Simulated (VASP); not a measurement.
# Converging a slab model of Zr(0001), part 2 of 5

Wanted: the error that each setting leaves in the work function or ionisation potential of Zr(0001).

VASP 6.6.1, plane waves and PAW; the level of theory is named at each step.

So far, highest filled level below the vacuum (eV): step 2 (the base run) 4.21.

## 3. Another mesh, mesh points along a 3, k-mesh 3×3×1

Level of this step: PBE; plane waves and PAW (Zr_sv) (VASP).

The mesh decides how well the Fermi level or the band edge is found.

INCAR

```
SYSTEM = Zr
PREC = Normal
ENCUT = 350
EDIFF = 1E-06
NELM = 120
ISMEAR = 1
SIGMA = 0.1
LREAL = .FALSE.
ALGO = Normal
GGA = PE
NBANDS = 52
LORBIT = 11
LWAVE = .FALSE.
LCHARG = .FALSE.
NCORE = 4
IDIPOL = 3
LDIPOL = .TRUE.
DIPOL = 0.5 0.5 0.5
LVHAR = .TRUE.
LVACPOTAV = .TRUE.
```

POSCAR

```
Zr
1.0
    3.2300000000      0.0000000000      0.0000000000
    1.6150000000      2.7972620542      0.0000000000
    0.0000000000      0.0000000000     33.4361700000
Zr
7
Direct
    0.0000000000      0.0000000000      0.2691695849
    0.6666666667      0.6666666667      0.3461130566
    0.0000000000      0.0000000000      0.4230565283
    0.6666666667      0.6666666667      0.5000000000
    0.0000000000      0.0000000000      0.5769434717
    0.6666666667      0.6666666667      0.6538869434
    0.0000000000      0.0000000000      0.7308304151
```

KPOINTS

```
Automatic mesh
0
Gamma
3 3 1
0 0 0
```

PAW data sets: Zr_sv (PBE family, release 64).

Command:

```sh
$ mpirun -np 4 vasp_std
```

The log of the run:

```text
[banner, memory and clock lines left out]
running    4 mpi-ranks, on    1 nodes
 distrk:  each k-point on    4 cores,    1 groups
 distr:  one band on    4 cores,    1 groups

 POSCAR found type information on POSCAR Zr
 POSCAR found :  1 types and       7 ions
 LDA part: xc-table for (Slater+PW92), standard interpolation
 POSCAR, INCAR and KPOINTS ok, starting setup
 FFT: planning ... GRIDC
 FFT: planning ... GRID_SOFT
 FFT: planning ... GRID
 WAVECAR not read
 entering main loop
       N       E                     dE             d eps       ncg     rms          rms(c)
DAV:   1     0.718626680978E+03    0.71863E+03   -0.38458E+04   368   0.113E+03
DAV:   2     0.153751457797E+02   -0.70325E+03   -0.68568E+03   352   0.384E+02
DAV:   3    -0.516621797817E+02   -0.67037E+02   -0.65434E+02   504   0.768E+01
DAV:   4    -0.613558365862E+02   -0.96937E+01   -0.96188E+01   536   0.298E+01
DAV:   5    -0.625230327826E+02   -0.11672E+01   -0.11639E+01   488   0.780E+00    0.268E+01
DAV:   6    -0.121259026130E+03   -0.58736E+02   -0.37126E+02   464   0.518E+01    0.291E+01
DAV:   7    -0.750425694337E+02    0.46216E+02   -0.77442E+02   464   0.340E+01    0.195E+01
DAV:   8    -0.613147887282E+02    0.13728E+02   -0.14592E+02   424   0.294E+01    0.110E+01
DAV:   9    -0.578125706773E+02    0.35022E+01   -0.21277E+01   432   0.110E+01    0.634E+00
DAV:  10    -0.577020287720E+02    0.11054E+00   -0.36642E+00   480   0.400E+00    0.488E+00
DAV:  11    -0.577454321540E+02   -0.43403E-01   -0.37579E-01   428   0.115E+00    0.486E+00
DAV:  12    -0.577483808343E+02   -0.29487E-02   -0.23192E-02   496   0.263E-01    0.485E+00
DAV:  13    -0.577474640303E+02    0.91680E-03   -0.96536E-03   456   0.427E-01    0.475E+00
DAV:  14    -0.578746225373E+02   -0.12716E+00   -0.71231E-01   412   0.193E+00    0.453E+00
DAV:  15    -0.576533933729E+02    0.22123E+00   -0.85029E-01   400   0.298E+00    0.369E+00
DAV:  16    -0.576178241616E+02    0.35569E-01   -0.20288E-01   364   0.183E+00    0.399E+00
DAV:  17    -0.575360671408E+02    0.81757E-01   -0.92488E-02   464   0.118E+00    0.337E+00
DAV:  18    -0.574640403677E+02    0.72027E-01   -0.18666E-01   468   0.166E+00    0.166E+00
DAV:  19    -0.574626603098E+02    0.13801E-02   -0.16648E-02   432   0.539E-01    0.135E+00
DAV:  20    -0.574528500419E+02    0.98103E-02   -0.13762E-01   452   0.175E+00    0.736E-01
DAV:  21    -0.574476748096E+02    0.51752E-02   -0.22129E-02   424   0.588E-01    0.390E-01
DAV:  22    -0.574491195200E+02   -0.14447E-02   -0.15825E-02   456   0.490E-01    0.459E-01
DAV:  23    -0.574474859522E+02    0.16336E-02   -0.19091E-03   416   0.210E-01    0.304E-01
DAV:  24    -0.574462227211E+02    0.12632E-02   -0.17032E-03   448   0.118E-01    0.186E-01
DAV:  25    -0.574465155223E+02   -0.29280E-03   -0.47122E-04   412   0.116E-01    0.250E-01
DAV:  26    -0.574460371247E+02    0.47840E-03   -0.12945E-03   432   0.108E-01    0.101E-01
DAV:  27    -0.574460229907E+02    0.14134E-04   -0.25342E-04   464   0.521E-02    0.481E-02
DAV:  28    -0.574460883736E+02   -0.65383E-04   -0.35615E-04   464   0.672E-02    0.327E-02
DAV:  29    -0.574460872028E+02    0.11708E-05   -0.41590E-05   416   0.240E-02    0.155E-02
DAV:  30    -0.574460954381E+02   -0.82353E-05   -0.26148E-06   288   0.850E-03    0.169E-02
DAV:  31    -0.574461029405E+02   -0.75024E-05   -0.11853E-05   296   0.122E-02    0.336E-03
DAV:  32    -0.574461097067E+02   -0.67662E-05   -0.22794E-06   240   0.526E-03    0.552E-03
DAV:  33    -0.574461110120E+02   -0.13053E-05   -0.50768E-07   212   0.305E-03    0.380E-03
DAV:  34    -0.574461129575E+02   -0.19454E-05   -0.12292E-06   220   0.485E-03    0.239E-03
DAV:  35    -0.574461144632E+02   -0.15057E-05   -0.30846E-07   212   0.232E-03    0.168E-03
DAV:  36    -0.574461156648E+02   -0.12016E-05   -0.25186E-07   204   0.132E-03    0.901E-04
DAV:  37    -0.574461170109E+02   -0.13461E-05   -0.12750E-07   204   0.107E-03    0.109E-03
DAV:  38    -0.574461180498E+02   -0.10389E-05   -0.74874E-08   204   0.925E-04    0.873E-04
DAV:  39    -0.574461185290E+02   -0.47916E-06   -0.66700E-08   204   0.864E-04
 [... a notice as in an earlier step ...]

   1 F= -.57446119E+02 E0= -.57431420E+02  d E =-.440942E-01
```

The job ended after 7.8 s (4 MPI ranks of AMD EPYC 9R45, shared host; peak memory 0.42 GiB).

OUTCAR, selected parts (step 3):

```text
The static configuration has the point symmetry D_3h.

 Found      3 irreducible k-points:

   k-points           NKPTS =      3   k-points in BZ     NKDIM =      3   number of bands    NBANDS=     52

   NELECT =      84.0000    total number of electrons

 E-fermi :   2.9691

 k-point     1 :       0.0000    0.0000    0.0000
  band No.  band energies     occupation
    ...
     33      -0.5314      2.00000
     34      -0.2331      2.00000
     35      -0.1410      2.00000
     36       2.8414      2.07014
     37       2.8594      2.06494
     38       3.1653     -0.01804
     39       3.1667     -0.01722
     40       3.5544     -0.00000
     41       3.5956     -0.00000
     42       3.5956     -0.00000
    ...

 k-point     2 :       0.3333    0.0000    0.0000
  band No.  band energies     occupation
    ...
     39       1.9722      2.00000
     40       2.1752      2.00000
     41       2.3363      2.00000
     42       2.9672      1.03196
     43       2.9742      0.91280
     44       3.4046     -0.00000
     45       3.4445     -0.00000
     46       3.6672     -0.00000
     47       3.6869     -0.00000
     48       3.8334     -0.00000
    ...

  Total       -3.3427155     -3.3427155     -0.4485738      0.0000000     -0.0000000      0.0000000
  in kB      -17.7279206    -17.7279206     -2.3789881      0.0000000     -0.0000000      0.0000000
  external PRESSURE =     -12.6116098 kB  Pullay stress =       0.0000000 kB

 POSITION                                       TOTAL-FORCE (eV/Angst)
 -----------------------------------------------------------------------------------
      0.00000      0.00000      9.00000        -0.000000     -0.000000      0.235425
      3.23000      1.86484     11.57269         0.000000      0.000000     -0.464811
      0.00000      0.00000     14.14539         0.000000      0.000000      0.145412
      3.23000      1.86484     16.71808        -0.000000     -0.000000      0.000000
      0.00000      0.00000     19.29078         0.000000      0.000000     -0.145412
      3.23000      1.86484     21.86348         0.000000      0.000000      0.464811
      0.00000      0.00000     24.43617        -0.000000     -0.000000     -0.235425
 -----------------------------------------------------------------------------------
    total drift:                               -0.000001     -0.000001     -0.000000

  FREE ENERGIE OF THE ION-ELECTRON SYSTEM (eV)
  ---------------------------------------------------
  free  energy   TOTEN  =       -57.4461185290 eV

  energy  without entropy=      -57.4020243289  energy(sigma->0) =      -57.43142046

 vacuum level on the upper side and lower side of the slab         7.388         7.388

 total charge
# of ion       s       p       d       tot
------------------------------------------
    1        2.225   5.939   1.605   9.769
    2        2.222   5.966   1.613   9.801
    3        2.223   5.963   1.634   9.820
    4        2.224   5.962   1.630   9.817
    5        2.223   5.963   1.634   9.820
    6        2.222   5.966   1.613   9.801
    7        2.225   5.939   1.605   9.769
--------------------------------------------------
tot         15.565  41.697  11.334  68.597

[... 7 parts as in an earlier step ...]

[... 3 further parts left out ...]
```

This step gave:

```
electronic cycles                          : 39
free energy (TOTEN)                        : -57.4461 eV
energy at zero smearing                    : -57.4314 eV
Fermi energy                               : 2.969 eV
vacuum levels                              : 7.388, 7.388 eV
work functions of the upper and lower face : 4.419, 4.419 eV
highest filled level below the vacuum      : 4.419 eV
```

Force by atom:

```csv
atom,x (eV/Å),y (eV/Å),z (eV/Å),size
Zr1,0.000,0.000,0.235,0.235
Zr2,0.000,0.000,-0.465,0.465
Zr3,0.000,0.000,0.145,0.145
Zr4,0.000,0.000,0.000,0.000
Zr5,0.000,0.000,-0.145,0.145
Zr6,0.000,0.000,0.465,0.465
Zr7,0.000,0.000,-0.235,0.235
```

Against the base run its depth below the vacuum changes by +0.21 eV and the energy by +41.2 meV an atom.

## 4. Another mesh, mesh points along a 6, k-mesh 6×6×1

Edit INCAR of step 3 so:

```diff
@@ -14,3 +14,3 @@
 LCHARG = .FALSE.
-NCORE = 4
+KPAR = 4
 IDIPOL = 3
```

POSCAR is that of step 3.

KPOINTS

```
Automatic mesh
0
Gamma
6 6 1
0 0 0
```

Command:

```sh
$ mpirun -np 4 vasp_std
```

The log of the run:

```text
[... set-up lines as in an earlier step ...]
 entering main loop
       N       E                     dE             d eps       ncg     rms          rms(c)
DAV:   1     0.657315590003E+03    0.65732E+03   -0.38895E+04   928   0.113E+03
DAV:   2     0.138252858571E+02   -0.64349E+03   -0.62668E+03   828   0.382E+02
DAV:   3    -0.513514685257E+02   -0.65177E+02   -0.63900E+02  1216   0.723E+01
DAV:   4    -0.611270278594E+02   -0.97756E+01   -0.97165E+01  1208   0.296E+01
[...]
DAV:  31    -0.576594130886E+02   -0.37880E-05   -0.26132E-07   476   0.170E-03    0.141E-03
DAV:  32    -0.576594149875E+02   -0.18989E-05   -0.10528E-07   468   0.188E-03    0.393E-04
DAV:  33    -0.576594156601E+02   -0.67257E-06   -0.41565E-08   460   0.919E-04
 [... a notice as in an earlier step ...]

   1 F= -.57659416E+02 E0= -.57662499E+02  d E =0.924977E-02
```

Wall time 18 s (4 MPI ranks); peak memory 0.78 GiB; 70 s of CPU time.

Parts of OUTCAR (step 4):

```text
  Total       -3.0792428     -3.0792428     -2.2833750      0.0000000      0.0000000      0.0000000
  in kB      -16.3306063    -16.3306063    -12.1097624      0.0000000      0.0000000      0.0000000
  external PRESSURE =     -14.9236583 kB  Pullay stress =       0.0000000 kB

 POSITION                                       TOTAL-FORCE (eV/Angst)
 -----------------------------------------------------------------------------------
      0.00000      0.00000      9.00000        -0.000000     -0.000000      0.448461
      3.23000      1.86484     11.57269        -0.000000      0.000000     -0.572419
      0.00000      0.00000     14.14539         0.000000     -0.000000      0.077616
      3.23000      1.86484     16.71808         0.000000     -0.000000      0.000000
      0.00000      0.00000     19.29078         0.000000     -0.000000     -0.077616
      3.23000      1.86484     21.86348        -0.000000      0.000000      0.572419
      0.00000      0.00000     24.43617         0.000000     -0.000000     -0.448461
 -----------------------------------------------------------------------------------
    total drift:                               -0.000001     -0.000000     -0.000000

  FREE ENERGIE OF THE ION-ELECTRON SYSTEM (eV)
  ---------------------------------------------------
  free  energy   TOTEN  =       -57.6594156601 eV

  energy  without entropy=      -57.6686654327  energy(sigma->0) =      -57.66249892

[... 1 part as in an earlier step ...]

[... 2 further parts left out ...]
[key lines of the parts left out:]
E-fermi :   3.0133
```

Against the base run its depth below the vacuum changes by -0.01 eV and the energy by +8.2 meV an atom.

## 5. Another mesh, mesh points along a 12, k-mesh 12×12×1

INCAR is that of step 4.

POSCAR is that of step 4.

KPOINTS

```
Automatic mesh
0
Gamma
12 12 1
0 0 0
```

Command:

```sh
$ mpirun -np 4 vasp_std
```

The log of the run:

```text
[... set-up lines as in an earlier step ...]
 entering main loop
       N       E                     dE             d eps       ncg     rms          rms(c)
DAV:   1     0.673798948553E+03    0.67380E+03   -0.38552E+04  2496   0.113E+03
DAV:   2     0.138823350900E+02   -0.65992E+03   -0.64438E+03  2256   0.381E+02
DAV:   3    -0.511244898709E+02   -0.65007E+02   -0.63447E+02  3232   0.735E+01
DAV:   4    -0.611795572363E+02   -0.10055E+02   -0.99794E+01  3368   0.300E+01
[...]
DAV:  31    -0.577160717794E+02   -0.20478E-05   -0.88401E-08  1216   0.115E-03    0.116E-03
DAV:  32    -0.577160729718E+02   -0.11923E-05   -0.10608E-07  1208   0.847E-04    0.480E-04
DAV:  33    -0.577160736770E+02   -0.70525E-06   -0.77174E-08  1184   0.751E-04
 [... a notice as in an earlier step ...]

   1 F= -.57716074E+02 E0= -.57718266E+02  d E =0.657723E-02
```

Elapsed: 39 s, on 4 MPI ranks; peak memory 0.99 GiB.

Parts of OUTCAR (step 5):

```text
  Total       -2.7058847     -2.7058847     -2.4503633      0.0000000     -0.0000000      0.0000000
  in kB      -14.3505210    -14.3505210    -12.9953765      0.0000000     -0.0000000      0.0000000
  external PRESSURE =     -13.8988062 kB  Pullay stress =       0.0000000 kB

 POSITION                                       TOTAL-FORCE (eV/Angst)
 -----------------------------------------------------------------------------------
      0.00000      0.00000      9.00000        -0.000000     -0.000000      0.497235
      3.23000      1.86484     11.57269         0.000000      0.000000     -0.628168
      0.00000      0.00000     14.14539         0.000000      0.000000      0.075298
      3.23000      1.86484     16.71808         0.000000      0.000000      0.000000
      0.00000      0.00000     19.29078         0.000000      0.000000     -0.075298
      3.23000      1.86484     21.86348         0.000000     -0.000000      0.628168
      0.00000      0.00000     24.43617        -0.000000     -0.000000     -0.497235
 -----------------------------------------------------------------------------------
    total drift:                               -0.000001     -0.000000      0.000000

  FREE ENERGIE OF THE ION-ELECTRON SYSTEM (eV)
  ---------------------------------------------------
  free  energy   TOTEN  =       -57.7160736770 eV

  energy  without entropy=      -57.7226509068  energy(sigma->0) =      -57.71826609

[... 1 part as in an earlier step ...]

[... 2 further parts left out ...]
[key lines of the parts left out:]
E-fermi :   2.9999
```

Against the base run its depth below the vacuum changes by +0.02 eV and the energy by +0.2 meV an atom.

## 6. Comparing the runs

Times are for 4 MPI ranks of AMD EPYC 9R45, shared host. The series side by side:

```csv
no.,mesh points along a,highest filled level below the vacuum (eV),energy at zero smearing less the lowest (eV),time,memory (GiB)
1,3,4.419,0.2868,7.8 s,0.42
2,6,4.200,0.05577,18 s,0.78
3,12,4.233,0,39 s,0.99
```

(Part 2 of 5 ends here.)

[Lines on the potential files, build, host, timing and source positions are cut from VASP's logs without a mark.]

[Logs are printed without paths, hosts, clocks, repeated set-up lines and the standing remarks that a program may print on its own settings, such as how far it seeks lower states.]

[Hosts, paths, dates, database ids (printed as entryN), source tags and the programs' standing remarks are cut or masked in the printed files.]

[In band tables of VASP the shares of atoms and orbitals are scaled to a sum of 1 inside the atoms' spheres.]

[Runs that stopped without an error message from VASP are left out.]
